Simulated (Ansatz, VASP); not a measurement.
# ZnRe in VASP and in Ansatz

Contents of INCAR:

```
SYSTEM = ZnRe
ALGO = Fast ; EDIFF = 1E-6
EDIFFG = -0.01 ; ENCUT = 600
GGA = PE ; IBRION = 2
ISIF = 3 ; ISMEAR = -1
IVDW = 13 ; LASPH = .True.
LCHARG = .False. ; LREAL = .False.
LWAVE = .False. ; NELM = 60
NSW = 60 ; PREC = Accurate
SIGMA = 0.05
```

KPOINTS

```
k-points
0
Gamma
  11 11 6
  0 0 0
```

Contents of POSCAR:

```
ZnRe
1.0
    2.7482183437      0.0000000000      0.0000000000
   -1.3741091718      2.3800269008      0.0000000000
    0.0000000000      0.0000000000      4.4940660000
Re Zn
1 1
Direct
    0.3333333333      0.6666666667      0.5000000000
    0.0000000000      0.0000000000      0.0000000000
```

Contents of input.yaml:

```yaml
crystal:
  lattice:
    - [2.7482183437, 0.0, 0.0]
    - [-1.3741091718, 2.3800269008, 0.0]
    - [0.0, 0.0, 4.494066]
  atoms:
    - { symbol: Re, position: [0.3333333333, 0.6666666667, 0.5] }
    - { symbol: Zn, position: [0.0, 0.0, 0.0] }
hamiltonian:
  xc: pbe
  pseudopotentials: { kind: paw }
  dispersion: d4
kpoints:
  mp_grid: { grid: [11, 11, 6] }
scf:
  occupations: { method: fermi_dirac, width: 0.05 }
output:
  forces: true
  stress: true
  eigenvalues: true
relax:
  f_tol: 0.01
  max_steps: 40
  cell: { stress_tol: 0.05 }
```

The cell comes from a database or a generator and needn't be the stable form of this composition.

Alike in both runs: task relaxation of cell and atoms; functional PBE; dispersion D4; k mesh 11 × 11 × 6; occupations fermi-dirac, width 0.05 eV; no spin polarisation.

```csv
,VASP,Ansatz
version,VASP 6.6.1,Ansatz 0.2.0
potentials or method,"VASP PAW PBE potentials, release 64 (Re, Zn)",Ansatz PAW
plane-wave cutoff (eV),600,420
valence electrons in the cell,19,27
```

Ansatz gave:

* gap on the k mesh at the Fermi level, each at its own relaxed structure (eV): none
* relaxed volume (Å³/atom): 14.22
* relaxed cell length with the largest relative difference (Å): 4.422
* energy change over the relaxation (meV/atom): -11

Question: What did VASP give for the same quantities?

Answer: gap on the k mesh at the Fermi level, each at its own relaxed structure (eV): none; relaxed volume (Å³/atom): 14.23; relaxed cell length with the largest relative difference (Å): 4.428; energy change over the relaxation (meV/atom): -11.

A gap of «none» marks a metal or a gap that the smearing closes. The two sets of potentials don't hold the same shells in valence.

Caveats: pairwise dispersion overbinds metals, which lowers pressure and volume; the plane-wave basis is chosen anew once the cell has moved, so the energies of steps on either side of that aren't comparable (Ansatz). Spin-orbit coupling is left out, which matters for the levels of Re.
